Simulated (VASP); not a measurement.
```
CELL_PARAMETERS angstrom
      4.26000     2.13000     2.13000
      2.13000     4.26000     2.13000
      2.13000     2.13000     4.26000
ATOMIC_POSITIONS crystal
  Co 0.00000 0.00000 0.00000
  Co 0.50000 0.50000 0.50000
  O  0.25000 0.25000 0.25000
  O  0.75000 0.75000 0.75000
```
Starting moments (μB, in the order of the record's atoms Co Co O O): 3.0 -3.0 0.0 0.0.

Level of theory: PBE GGA, VASP's PBE PAW potentials (set 64) (plane waves; VASP). Run with 400 eV cut-off, 6×6×6 Γ-centred mesh, Fermi-Dirac smearing of 0.010 eV, potentials Co O.

At this cut-off the stress carries a Pulay error, which pulls relaxed volumes low.

Question: Estimate the cell moment, energy per atom (σ→0), pressure, band gap (on the k-mesh) with the smallest direct gap where there is one.

Answer: 
- band gap (on the k-mesh): none (metal, semimetal or under 0.01 eV)
- cell moment: 0.00 μB
- energy per atom (σ→0): -6.603 eV/atom
- pressure: -8.29 GPa

Question: Give the moment on each site (PAW-sphere projection).

Answer: 
```json
[
 {"site": "Co1", "moment (μB)": "2.42"},
 {"site": "Co2", "moment (μB)": "-2.42"},
 {"site": "O3", "moment (μB)": "0.00"},
 {"site": "O4", "moment (μB)": "0.00"}
]
```

Only differences to runs with the same potentials and settings are physical.

The structure is a typed CoO crystal (Fm-3m). The cell was not relaxed at this level. The k-mesh is coarse (spacing up to 0.41 per Å, 2π included), so the numbers may not be converged in it.
